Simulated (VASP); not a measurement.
# Ga3F (Pm-3m) in VASP: a series of runs

Aim: see how the results for Ga3F move with the level of theory and the settings. Levels: PBE, RPBE. Tasks: relaxation of cell and atoms.

Everything below comes from runs of VASP 6.6.1. Logs are shortened: lines on timing, memory, paths and dates and some standing lists are left out, and cuts for length are marked.

## (1) The structure

It takes space group Pm-3m (No. 221, cubic). Conventional cell: a = 4.081 Å, b = 4.081 Å, c = 4.081 Å, α = 90.00°, β = 90.00°, γ = 90.00°. Ga (site symmetry 4/mmm) is surrounded by 8 Ga at 2.89 Å and 4 F at 2.89 Å. Around F (site symmetry m-3m) lie 12 Ga at 2.89 Å.

The cell was built by a generator and needn't be a form met in nature.

## (2) Relaxation of cell and atoms, PBE

INCAR reads:

```
SYSTEM = Ga3F
  PREC = Accurate
  ENCUT = 600
  EDIFF = 1E-6
  ISMEAR = 0
  SIGMA = 0.05
  LREAL = .False.
  LASPH = .True.
  NELM = 80
  ALGO = Normal
  ISIF = 3
  LWAVE = .False.
  LCHARG = .False.
  GGA = PE
  IBRION = 2
  NSW = 40
  EDIFFG = -0.005
```

KPOINTS reads:

```
regular mesh
0
Gamma
  7 7 7
  0 0 0
```

POSCAR reads:

```
Ga3F
1.0
    4.0807695100      0.0000000000      0.0000000000
    0.0000000000      4.0807695100      0.0000000000
    0.0000000000      0.0000000000      4.0807695100
Ga F
3 1
Direct
    0.5000000000      0.5000000000      0.0000000000
    0.5000000000      0.0000000000      0.5000000000
    0.0000000000      0.5000000000      0.5000000000
    0.0000000000      0.0000000000      0.0000000000
```

Potentials or basis: VASP PAW PBE potentials, release 64 (Ga_d, F).

Run with:

```
$ cat potpaw_PBE.64/Ga_d/POTCAR potpaw_PBE.64/F/POTCAR > POTCAR
$ mpirun -np 1 vasp_std > vasp.out
```

OUTCAR:

```text
SYSTEM = Ga3F
   PREC = Accurate
   ENCUT = 600
   EDIFF = 1E-6
   ISMEAR = 0
   LREAL = .False.
   LASPH = .True.
   NELM = 80
   ISIF = 3
   GGA = PE
   IBRION = 2
   NSW = 40
   EDIFFG = -0.005

 ion  position               nearest neighbor table
   1  0.500  0.500  0.000-   2 2.89   3 2.89   2 2.89   3 2.89   2 2.89   2 2.89   3 2.89   3 2.89

   2  0.500  0.000  0.500-   1 2.89   3 2.89   1 2.89   1 2.89   3 2.89   1 2.89   3 2.89   3 2.89

   3  0.000  0.500  0.500-   1 2.89   2 2.89   1 2.89   2 2.89   1 2.89   2 2.89   1 2.89   2 2.89

   4  0.000  0.000  0.000-

  LATTYP: Found a simple cubic cell.
 ALAT       =     4.0807695100

  Lattice vectors:

 A1 = (   4.0807695100,   0.0000000000,   0.0000000000)
 A2 = (   0.0000000000,   4.0807695100,   0.0000000000)
 A3 = (   0.0000000000,   0.0000000000,   4.0807695100)

Analysis of symmetry for initial positions (statically):
=====================================================================
 Subroutine PRICEL returns:
 Original cell was already a primitive cell.

 Routine SETGRP: Setting up the symmetry group for a
 simple cubic supercell.

 Subroutine GETGRP returns: Found 48 space group operations
 (whereof 48 operations were pure point group operations)
 out of a pool of 48 trial point group operations.

The static configuration has the point symmetry O_h .

Analysis of symmetry for dynamics (positions and initial velocities):
=====================================================================
 Subroutine PRICEL returns:
 Original cell was already a primitive cell.

 Routine SETGRP: Setting up the symmetry group for a
 simple cubic supercell.

 Subroutine GETGRP returns: Found 48 space group operations
 (whereof 48 operations were pure point group operations)
 out of a pool of 48 trial point group operations.

The dynamic configuration has the point symmetry O_h .

 Subroutine INISYM returns: Found 48 space group operations
 (whereof 48 operations are pure point group operations),
 and found     1 'primitive' translations

----------------------------------------------------------------------------------------

                                     Primitive cell

  volume of cell :      67.9557

  direct lattice vectors                    reciprocal lattice vectors
     4.080769510  0.000000000  0.000000000     0.245051821  0.000000000  0.000000000
     0.000000000  4.080769510  0.000000000     0.000000000  0.245051821  0.000000000
     0.000000000  0.000000000  4.080769510     0.000000000  0.000000000  0.245051821
[... 75 lines left out ...]
   ISTART =      0    job   : 0-new  1-cont  2-samecut
   ICHARG =      2    charge: 1-file 2-atom 10-const
   ISPIN  =      1    spin polarized calculation?
   LNONCOLLINEAR =      F non collinear calculations
   LSORBIT =      F    spin-orbit coupling
   LASPH  =      T    aspherical Exc in radial PAW
   ENCUT  =  600.0 eV  44.10 Ry    6.64 a.u.   8.15  8.15  8.15*2*pi/ulx,y,z
   NELM   =     80;   NELMIN=  2; NELMDL= -5     # of ELM steps
   EDIFF  = 0.1E-05   stopping-criterion for ELM
   LREAL  =      F    real-space projection
   EDIFFG = -.5E-02   stopping-criterion for IOM
   NSW    =     40    number of steps for IOM
   IBRION =      2    ionic relax: 0-MD 1-quasi-New 2-CG
   NFREE  =      1    steps in history (QN), initial steepest desc. (CG)
   ISIF   =      3    stress and relaxation
   ISYM   =      2    0-nonsym 1-usesym 2-fastsym
   POTIM  = 0.5000    time-step for ionic-motion
   TEBEG  =    0.0;   TEEND  =   0.0 temperature during run
   PSTRESS=    0.0 pullay stress
   NELECT =      46.0000    total number of electrons
   NUPDOWN=      -1.0000    fix difference up-down
   EMIN   =  10.00;   EMAX   =-10.00  energy-range for DOS
   EFERMI =   0.00;   METHOD = LEGACY
   ISMEAR =     0;   SIGMA  =   0.05  broadening in eV -4-tet -1-fermi 0-gaus
   EFERMI_NEDOS =   21; number of points for ismear=-14 and -15
   IALGO  =     38    algorithm
   IMIX   =      4    mixing-type and parameters
     AMIX     =   0.40;   BMIX     =  1.00
     AMIX_MAG =   1.60;   BMIX_MAG =  1.00
  volume/ion in A,a.u.               =      16.99       114.65
  Fermi-wavevector in a.u.,A,eV,Ry     =   1.437426  2.716341 28.112254  2.066192
  Thomas-Fermi vector in A             =   2.556505
   LORBIT       =      0    0 simple, 1 ext, 2 COOP (PROOUT), +10 PAW based schemes
   GGA     = PE    functional components
   LHFCALC =     F    Hartree Fock is set to
   AEXX    =    0.0000 exact exchange contribution
   IVDW    =     0    specifies the selected vdW correction
   LEPSILON=     F    determine dielectric tensor
   LRPA    =     F    only Hartree local field effects (RPA)
 conjugate gradient relaxation of ions
 non-spin polarized calculation
 Gauss-broadening in eV      SIGMA  =   0.05
  energy-cutoff  :      600.00
  volume of cell :       67.96
 maximum number of plane-waves:      2301
 NGX is ok and might be reduce to    36
   NGX = 17   NGY = 17   NGZ = 17

--------------------------------------- Ionic step        1  -------------------------------------------

 number of electron      46.0000008 magnetization

 Free energy of the ion-electron system (eV)
  ---------------------------------------------------
  ext. energy  EPLUGINS =         0.00000000
  ---------------------------------------------------
  free energy    TOTEN  =       -12.42530947 eV

  energy without entropy =      -12.42379719  energy(sigma->0) =      -12.42455333

------------------------ aborting loop because EDIFF is reached ----------------------------------------

  FORCE on cell =-STRESS in cart. coord.  units (eV):
  Direction    XX          YY          ZZ          XY          YZ          ZX
  --------------------------------------------------------------------------------------
  -------------------------------------------------------------------------------------
  Total        0.6252288      0.6252288      0.6252288      0.0000000      0.0000000     -0.0000000
  in kB       14.7408778     14.7408778     14.7408778      0.0000000      0.0000000     -0.0000000
  external PRESSURE =      14.7408778 kB  Pullay stress =       0.0000000 kB
[... 139 lines left out ...]
--------------------------------------- Ionic step        5  -------------------------------------------

 number of electron      46.0000007 magnetization

 Free energy of the ion-electron system (eV)
  ---------------------------------------------------
  ext. energy  EPLUGINS =         0.00000000
  ---------------------------------------------------
  free energy    TOTEN  =       -12.43500730 eV

  energy without entropy =      -12.43337866  energy(sigma->0) =      -12.43419298

 E-fermi :   4.4856     XC(G=0): -10.5644

 val. band max:        4.4460521500   @ k =   0.2857   0.0000   0.0000
 cond. band min:       4.4901917795   @ k =   0.1429   0.1429   0.0000
 fundamental gap:      0.0441396295
 Fermi energy:         4.4856480196

 k-point     1 :       0.0000    0.0000    0.0000
  band No.  band energies     occupation
      1     -18.0840      2.00000
      2     -10.7529      2.00000
      3     -10.7529      2.00000
      4     -10.7529      2.00000
      5     -10.7338      2.00000
      6     -10.6807      2.00000
[... 620 lines left out ...]
  FREE ENERGIE OF THE ION-ELECTRON SYSTEM (eV)
  ---------------------------------------------------
  free  energy   TOTEN  =       -12.4350073019 eV

  energy  without entropy=      -12.4333786612  energy(sigma->0) =      -12.43419298

 reached required accuracy - stopping structural energy minimisation
```

OSZICAR:

```text
N       E                     dE             d eps       ncg     rms          rms(c)
DAV:   1     0.353350988719E+03    0.35335E+03   -0.24909E+04  1107   0.335E+03
DAV:   2     0.348269867188E+02   -0.31852E+03   -0.31004E+03  1176   0.582E+02
DAV:   3    -0.112662029842E+02   -0.46093E+02   -0.43621E+02  1285   0.168E+02
[... 36 lines left out ...]
DAV:   6    -0.124350041465E+02    0.10889E-06   -0.71711E-07   565   0.654E-03
   4 F= -.12435004E+02 E0= -.12434191E+02  d E =-.969468E-02
       N       E                     dE             d eps       ncg     rms          rms(c)
DAV:   1    -0.124350109613E+02   -0.67058E-05   -0.57427E-05  1200   0.972E-02    0.128E-02
DAV:   2    -0.124350078446E+02    0.31167E-05   -0.11510E-05  1085   0.360E-02    0.507E-03
DAV:   3    -0.124350073019E+02    0.54270E-06   -0.12299E-06   573   0.120E-02
   5 F= -.12435007E+02 E0= -.12434193E+02  d E =-.315534E-05
```

Wall time 56 s (1 thread of Intel Xeon 6975P-C (Granite Rapids), shared host); peak memory 0.22 GiB.

Results:

- Free energy: -12.4350 eV
- Relaxed volume: 17.50 Å³/atom
- Relaxed cell: a = 4.121 Å, b = 4.121 Å, c = 4.121 Å, α = 90.00°, β = 90.00°, γ = 90.00°
- Space group after relaxing (to 0.05 Å): Pm-3m (No. 221)
- Energy gained by relaxing: 2.4 meV/atom
- Ionic steps: 5
- Pressure after relaxing: 0.0 GPa
- Band gap on the k mesh: none (metal or under the smearing width)

Step by step:
| step | energy change (eV) | largest force (eV/Å) | pressure (GPa) | volume (Å³) |
| --- | --- | --- | --- | --- |
| 1 | 0.0000 | 0.0000 | 1.47 | 67.96 |
| 2 | -0.0090 | 0.0000 | 0.39 | 69.50 |
| 3 | -0.0097 | 0.0000 | -0.06 | 70.08 |
| 4 | -0.0097 | 0.0000 | 0.09 | 70.00 |
| 5 | -0.0097 | 0.0000 | 0.04 | 70.01 |

Final structure:
```xyz
4
Lattice="4.1215 0.0000 0.0000 0.0000 4.1215 0.0000 0.0000 0.0000 4.1215" Properties=species:S:1:pos:R:3 pbc="T T T"
Ga    2.0607    2.0607    4.1215
Ga    2.0607    0.0000    2.0607
Ga    0.0000    2.0607    2.0607
F     4.1215    4.1215    4.1215
```

## (3) Relaxation of cell and atoms, RPBE

INCAR reads:

```
SYSTEM = Ga3F
  PREC = Accurate
  ENCUT = 600
  EDIFF = 1E-7
  ISMEAR = 0
  SIGMA = 0.05
  LREAL = .False.
  LASPH = .True.
  NELM = 100
  ALGO = Normal
  ISIF = 3
  LWAVE = .False.
  LCHARG = .False.
  GGA = RP
  IBRION = 2
  NSW = 60
  EDIFFG = -0.01
```

KPOINTS is that of step 2.

POSCAR is that of step 2.

Potentials or basis: VASP PAW PBE potentials, release 64 (Ga_d, F).

Run with:

```
$ cat potpaw_PBE.64/Ga_d/POTCAR potpaw_PBE.64/F/POTCAR > POTCAR
$ mpirun -np 1 vasp_std > vasp.out
```

OUTCAR:

```text
SYSTEM = Ga3F
   PREC = Accurate
   ENCUT = 600
   EDIFF = 1E-7
   ISMEAR = 0
   LREAL = .False.
   LASPH = .True.
   NELM = 100
   ISIF = 3
   GGA = RP
   IBRION = 2
   NSW = 60
   EDIFFG = -0.01

 ion  position               nearest neighbor table
   1  0.500  0.500  0.000-   2 2.89   3 2.89   2 2.89   3 2.89   2 2.89   2 2.89   3 2.89   3 2.89

   2  0.500  0.000  0.500-   1 2.89   3 2.89   1 2.89   1 2.89   3 2.89   1 2.89   3 2.89   3 2.89

   3  0.000  0.500  0.500-   1 2.89   2 2.89   1 2.89   2 2.89   1 2.89   2 2.89   1 2.89   2 2.89

   4  0.000  0.000  0.000-

  LATTYP: Found a simple cubic cell.
 ALAT       =     4.0807695100

  Lattice vectors:

 A1 = (   4.0807695100,   0.0000000000,   0.0000000000)
 A2 = (   0.0000000000,   4.0807695100,   0.0000000000)
 A3 = (   0.0000000000,   0.0000000000,   4.0807695100)

Analysis of symmetry for initial positions (statically):
=====================================================================
 Subroutine PRICEL returns:
 Original cell was already a primitive cell.

 Routine SETGRP: Setting up the symmetry group for a
 simple cubic supercell.

 Subroutine GETGRP returns: Found 48 space group operations
 (whereof 48 operations were pure point group operations)
[... 169 lines left out ...]

  FORCE on cell =-STRESS in cart. coord.  units (eV):
  Direction    XX          YY          ZZ          XY          YZ          ZX
  --------------------------------------------------------------------------------------
  -------------------------------------------------------------------------------------
  Total        1.6139480      1.6139480      1.6139480     -0.0000000     -0.0000000     -0.0000000
  in kB       38.0516875     38.0516875     38.0516875     -0.0000000     -0.0000000     -0.0000000
  external PRESSURE =      38.0516875 kB  Pullay stress =       0.0000000 kB
[... 25 lines left out ...]
--------------------------------------- Ionic step        2  -------------------------------------------

 number of electron      45.9999985 magnetization

 E-fermi :   4.3909     XC(G=0): -10.2442

 val. band max:        4.3824249373   @ k =   0.1429   0.1429   0.0000
 cond. band min:       4.4852520127   @ k =   0.4286   0.4286   0.4286
 fundamental gap:      0.1028270754
 Fermi energy:         4.3909492011

 k-point     1 :       0.0000    0.0000    0.0000
  band No.  band energies     occupation
      1     -18.1715      2.00000
      2     -10.8593      2.00000
      3     -10.8593      2.00000
      4     -10.8593      2.00000
      5     -10.8361      2.00000
      6     -10.7972      2.00000
[... 664 lines left out ...]
--------------------------------------- Ionic step        4  -------------------------------------------

 number of electron      45.9999983 magnetization

 Free energy of the ion-electron system (eV)
  ---------------------------------------------------
  ext. energy  EPLUGINS =         0.00000000
  ---------------------------------------------------
  free energy    TOTEN  =       -11.13187027 eV

  energy without entropy =      -11.13008635  energy(sigma->0) =      -11.13097831

 E-fermi :   4.1495     XC(G=0): -10.1033

 val. band max:        4.1481388772   @ k =   0.2857   0.0000   0.0000
 cond. band min:       4.2552631067   @ k =   0.4286   0.4286   0.4286
 fundamental gap:      0.1071242294
 Fermi energy:         4.1495118612

 k-point     1 :       0.0000    0.0000    0.0000
  band No.  band energies     occupation
      1     -18.2936      2.00000
      2     -11.0760      2.00000
      3     -11.0760      2.00000
      4     -11.0760      2.00000
      5     -11.0509      2.00000
      6     -11.0193      2.00000
[... 620 lines left out ...]
  FREE ENERGIE OF THE ION-ELECTRON SYSTEM (eV)
  ---------------------------------------------------
  free  energy   TOTEN  =       -11.1318702715 eV

  energy  without entropy=      -11.1300863457  energy(sigma->0) =      -11.13097831

 reached required accuracy - stopping structural energy minimisation
```

OSZICAR:

```text
N       E                     dE             d eps       ncg     rms          rms(c)
DAV:   1     0.354660121984E+03    0.35466E+03   -0.24933E+04  1107   0.335E+03
DAV:   2     0.360663389905E+02   -0.31859E+03   -0.31008E+03  1176   0.583E+02
DAV:   3    -0.996497913887E+01   -0.46031E+02   -0.43532E+02  1271   0.168E+02
DAV:   4    -0.122373600738E+02   -0.22724E+01   -0.22378E+01  1158   0.358E+01
[... 40 lines left out ...]
DAV:   4    -0.111319132053E+02    0.40227E-03   -0.39188E-04  1209   0.198E-01    0.275E-02
DAV:   5    -0.111318714797E+02    0.41726E-04   -0.10554E-04  1165   0.119E-01    0.103E-02
DAV:   6    -0.111318700778E+02    0.14019E-05   -0.95700E-06  1120   0.217E-02    0.174E-03
DAV:   7    -0.111318702605E+02   -0.18271E-06   -0.10012E-06   923   0.622E-03    0.517E-04
DAV:   8    -0.111318702715E+02   -0.10997E-07   -0.75733E-08   583   0.298E-03
   4 F= -.11131870E+02 E0= -.11130978E+02  d E =-.660480E-01
```

CONTCAR:

```text
Ga3F
   1.00000000000000
     4.1996860107456282    0.0000000000000000   -0.0000000000000000
    -0.0000000000000000    4.1996860107456282   -0.0000000000000000
     0.0000000000000000   -0.0000000000000000    4.1996860107456282
  Ga              F
     3     1
Direct
     0.5000000000000000    0.5000000000000000    0.0000000000000000
     0.5000000000000000    0.0000000000000000    0.5000000000000000
     0.0000000000000000    0.5000000000000000    0.5000000000000000
     0.0000000000000000    0.0000000000000000    0.0000000000000000

  0.00000000E+00  0.00000000E+00  0.00000000E+00
  0.00000000E+00  0.00000000E+00  0.00000000E+00
  0.00000000E+00  0.00000000E+00  0.00000000E+00
  0.00000000E+00  0.00000000E+00  0.00000000E+00
```

Run time: 66 s. Hardware: 1 thread of Intel Xeon 6975P-C (Granite Rapids), shared host; peak memory 0.22 GiB.

Results:

- Free energy: -11.1319 eV
- Relaxed volume: 18.52 Å³/atom
- Relaxed cell: a = 4.200 Å, b = 4.200 Å, c = 4.200 Å, α = 90.00°, β = 90.00°, γ = 90.00°
- Space group after relaxing (to 0.05 Å): Pm-3m (No. 221)
- Energy gained by relaxing: 16.5 meV/atom
- Ionic steps: 4
- Pressure after relaxing: 0.0 GPa
- Band gap on the k mesh: none (metal or under the smearing width)

Step by step:
```csv
step,energy change (eV),largest force (eV/Å),pressure (GPa),volume (Å³)
1,0.0000,0.0000,3.81,67.96
2,-0.0594,0.0000,1.07,72.00
3,-0.0659,0.0000,-0.14,74.35
4,-0.0660,0.0000,-0.01,74.07
```

Final structure:
```
Ga F
1.0
     4.19969    0.00000    0.00000
     0.00000    4.19969    0.00000
     0.00000    0.00000    4.19969
Ga F
3 1
Direct
  0.50000 0.50000 0.00000
  0.50000 0.00000 0.50000
  0.00000 0.50000 0.50000
  0.00000 0.00000 0.00000
```

Caveat: the PAW data sets were made with another functional, which shifts forces and pressure a little.

## (4) The reference run

An earlier run on the cell as given: functional PBE; potentials or basis VASP PAW PBE potentials, release 64 (Ga_d, F); cutoff 520 eV; k mesh 7 × 7 × 7; occupations fermi-dirac, width 0.05 eV; no spin polarisation.

- Pressure: 1.6 GPa
- Band gap on the k mesh: none (metal or under the smearing width)

## (5) Summary

| task | level | cell | cutoff (eV) | smearing | gap on the mesh (eV) | pressure (GPa) | relaxed volume (Å³/atom) |
| --- | --- | --- | --- | --- | --- | --- | --- |
| relaxation of cell and atoms | PBE | relaxed | 600 | gaussian 0.05 eV | none | 0.0 | 17.50 |
| relaxation of cell and atoms | RPBE | relaxed | 600 | gaussian 0.05 eV | none | 0.0 | 18.52 |
| single point | PBE | as given | 520 | fermi-dirac 0.05 eV | none | 1.6 | - |

Alike in all rows: potentials or basis VASP PAW PBE potentials, release 64 (Ga_d, F); no spin polarisation; k mesh 7 × 7 × 7.

Caveats: the PAW data sets were made with another functional, which shifts forces and pressure a little (some runs).

Absolute energies hang on the potentials; compare differences alone.
